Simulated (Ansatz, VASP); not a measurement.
One calculation of B3Sb2P, two programs

```
CELL_PARAMETERS angstrom
5.66951 0.00000 0.00000
-2.83475 4.90994 0.00000
0.00000 0.00000 3.49332
ATOMIC_POSITIONS crystal
B 0.50000 0.00000 0.50000
B 0.50000 0.50000 0.50000
B 0.00000 0.50000 0.50000
Sb 0.33333 0.66667 0.00000
Sb 0.66667 0.33333 0.00000
P 0.00000 0.00000 0.00000
```

Change from the starting cell: species swapped into the ScCo3B2 type (P6/mmm, No. 191).

Alike in both runs: task single point; functional PBE; k mesh 6 × 6 × 6; occupations gaussian, width 0.1 eV; no spin polarisation.

|  | VASP | Ansatz |
| --- | --- | --- |
| version | VASP 6.6.1 | Ansatz 0.2.0 |
| potentials or method | VASP PAW PBE potentials, release 64 (B, Sb, P) | scalar-relativistic, plane waves, PAW |
| plane-wave cutoff (eV) | 520 | 420 |
| valence electrons in the cell | 24 | 44 |

Ansatz gave:

```
gap on the k mesh at the Fermi level (eV)       : none
pressure (GPa)                                  : 2.7
largest component of the traceless stress (GPa) : 7.92
```

**Question.** Which values does VASP return?

**Answer.** gap on the k mesh at the Fermi level (eV): none; pressure (GPa): 2.9; largest component of the traceless stress (GPa): 7.74.

A gap of «none» marks a metal or a gap that the smearing closes. The two sets of potentials don't hold the same shells in valence.

Spin-orbit coupling is left out, which matters for the levels of Sb.
